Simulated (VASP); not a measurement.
## Shielding tensors and field gradients of ScF3

What are the shielding tensors of ScF3? The cell has space group R-3c, a computed entry that need not be the common form of this compound. The start is a computed cell from the Materials Project.

Main program and level: VASP 6.6.1; LDA; plane waves and PAW (Sc_sv, F), in the first sound run; inputs show where later runs differ.

Report form: the programs' logs are mostly left out.

## Step 1: The structure

It takes space group R-3c (No. 167, trigonal). The conventional cell has a = 5.703 Å, b = 5.703 Å, c = 13.960 Å, α = 90.00°, β = 90.00°, γ = 120.00°. Nearest to Sc lie 6 F at 2.02 Å. Nearest to F lie 2 Sc at 2.02 Å. Farther neighbours and most contacts between anions are not listed.

## Step 2: Ground state

A ground-state run shows first whether the cell has a gap, which the next steps need; its size sets how fine their mesh has to be.

Input file INCAR:

```
SYSTEM = ScF3
PREC = Accurate
ENCUT = 520
EDIFF = 1E-07
NELM = 100
ISMEAR = 0
SIGMA = 0.01
LREAL = .FALSE.
ALGO = Normal
GGA = CA
NBANDS = 40
LASPH = .TRUE.
LORBIT = 11
LWAVE = .FALSE.
LCHARG = .FALSE.
KPAR = 4
```

Input file POSCAR:

```
ScF3
1.0
    2.8514083214      1.6462613620      4.6533578980
   -2.8514083214      1.6462613620      4.6533578980
    0.0000000000     -3.2925227239      4.6533578980
Sc F
2 6
Direct
    0.5000000000      0.5000000000      0.5000000000
    0.0000000000      0.0000000000      0.0000000000
    0.7265845300      0.2500000000      0.7734154700
    0.2500000000      0.7734154700      0.7265845300
    0.7734154700      0.7265845300      0.2500000000
    0.2734154700      0.7500000000      0.2265845300
    0.7500000000      0.2265845300      0.2734154700
    0.2265845300      0.2734154700      0.7500000000
```

Input file KPOINTS:

```
Automatic mesh
0
Gamma
5 5 5
0 0 0
```

PAW data sets: Sc_sv and F (PBE family, release 64).

On the command line:

```bash
$ mpirun -np 4 vasp_std
```

The job ended after 17 s (4 MPI ranks of Intel Xeon 6975P-C (Granite Rapids), shared host; peak memory 0.99 GiB; 58 s of CPU time).

The gap is read on the k-mesh alone, so it is an upper bound where the band edges lie off the mesh. The PAW data sets were made with PBE, though LDA sets exist; this is a small mismatch.

This step gave:

* free energy (TOTEN): -59.4193 eV
* Fermi energy: -3.878 eV
* pressure: -4.390 GPa
* gap on the k-mesh: 6.097 eV
* least direct gap on the k-mesh: 6.097 eV

The cell has a gap of 6.10 eV on this mesh and a pressure of -4.4 GPa, which holds the misfit of the given cell and coordinates with this functional, and any error of cutoff, mesh and data sets. Forces of up to 0.052 eV/Å remain in these settings, with PBE data sets under LDA.

## Step 3: Shielding tensors

This step: chemical shifts by linear response (GIPAW), LDA; plane waves and PAW (Sc_sv, F) (VASP 6.6.1).

LCHIMAG computes the induced currents by linear response. It needs tightly converged orbitals and a cutoff well above the default; LEFG adds the field gradients at no cost.

Input file INCAR:

```
SYSTEM = ScF3
PREC = Accurate
ENCUT = 560
EDIFF = 1E-09
NELM = 100
ISMEAR = 0
SIGMA = 0.01
LREAL = .FALSE.
ALGO = Normal
GGA = CA
NBANDS = 40
LASPH = .TRUE.
LWAVE = .FALSE.
LCHARG = .FALSE.
KPAR = 4
LCHIMAG = .TRUE.
LEFG = .TRUE.
DQ = 0.001
ICHIBARE = 1
LNMR_SYM_RED = .TRUE.
```

POSCAR is that of step 2.

Input file KPOINTS:

```
Automatic mesh
0
Gamma
4 4 4
0 0 0
```

PAW data sets: Sc_sv and F (LDA family, release 64).

On the command line:

```bash
$ mpirun -np 4 vasp_std
```

The job ended after 9 min (4 MPI ranks; peak memory 3.1 GiB).

The atoms bear forces, and field gradients depend strongly on their positions.

Numbers from this step:

| Quantity | Value |
| --- | --- |
| free energy (TOTEN) | -59.1124 eV |
| Fermi energy | -3.812 eV |
| pressure | -4.229 GPa |
| gap on the k-mesh | 6.104 eV |
| least direct gap on the k-mesh | 6.104 eV |

Valence and core; the G = 0 term is that of a spherical sample. NMR shielding, by row:

```csv
atom,isotropic shielding (ppm),span (ppm),skew,isotropic shielding without the G = 0 term (ppm)
Sc1,815.3,1.073,-0.9358,810.9
Sc2,815.3,1.073,-0.9358,810.9
F3,69.09,469.1,0.9964,64.78
F4,69.09,469.1,0.9964,64.78
F5,69.09,468.8,0.9973,64.79
F6,69.09,469.1,0.9964,64.78
F7,69.09,469.1,0.9964,64.78
F8,69.09,468.8,0.9973,64.79
```

Ordered as |Vzz| ≥ |Vxx| ≥ |Vyy|, the program's way. Electric field gradients, by row:

```csv
atom,Vxx (V/Å²),Vyy (V/Å²),Vzz (V/Å²),asymmetry
Sc1,-0.404,-0.404,0.808,0
Sc2,-0.404,-0.404,0.808,0
F3,-29.47,-29.21,58.68,0.005
F4,-29.47,-29.21,58.68,0.005
F5,-29.47,-29.21,58.68,0.005
F6,-29.47,-29.21,58.68,0.005
F7,-29.47,-29.21,58.68,0.005
F8,-29.47,-29.21,58.68,0.005
```

## Step 4: Cell strained

A strained cell shows how shieldings follow the geometry.

INCAR is that of step 3.

Changes to POSCAR since step 3:

```diff
@@ -2,5 +2,5 @@
 1.0
-    2.8514083214      1.6462613620      4.6533578980
-   -2.8514083214      1.6462613620      4.6533578980
-    0.0000000000     -3.2925227239      4.6533578980
+    2.8168750000      1.7724780000      4.5362450000
+   -2.8648820000      1.7991580000      4.5562240000
+   -0.0008990000     -3.3228230000      4.4582100000
 Sc F
```

KPOINTS is that of step 3.

On the command line:

```bash
$ mpirun -np 4 vasp_std
```

The job ended after 3.4 min (4 MPI ranks).

The run was cut off at its time limit.

More ranks or a longer limit would be the way on.

## Step 5: Outcome

```json
{
 "Sc, isotropic shielding": "815.3 ppm",
 "F, isotropic shielding": "69.1 ppm"
}
```

**Reading.** At LDA the isotropic shieldings are Sc 815.3 ppm; F 69.1 ppm. The widest tensor is that of F3, with a span (largest less smallest principal value) of 469 ppm. The largest field gradient is Vzz = 58.7 V/Å² at F3. Shifts were not obtained, since a shift is the shielding of a reference compound, computed alike, less these values. The G = 0 term is the part set by the sample's shape, taken here for a sphere. No finer mesh was run, so convergence in it isn't shown. VASP's guide advises NLSPLINE for shieldings, which this input doesn't set; the effect wasn't tested. The run «cell strained» ended without a result (time limit). The cell has space group R-3c, a computed entry that need not be the common form of this compound. The given cell is kept, although it stands at -4.2 GPa at LDA and ENCUT = 560 eV, which holds the mismatch of the given cell with this functional, any error of the entry itself and any basis-set error. The atoms weren't relaxed and carry forces of up to 0.051 eV/Å at LDA in the first shielding run, so the numbers belong to the given coordinates, and a relaxation would change them.

[Lines on the potential files, build, host, timing and source positions are cut from VASP's logs without a mark.]

[Logs are printed without paths, hosts, clocks, repeated set-up lines and the standing remarks that a program may print on its own settings, such as how far it seeks lower states.]

[Hosts, paths, dates, database ids (printed as entryN), source tags and the programs' standing remarks are cut or masked in the printed files.]
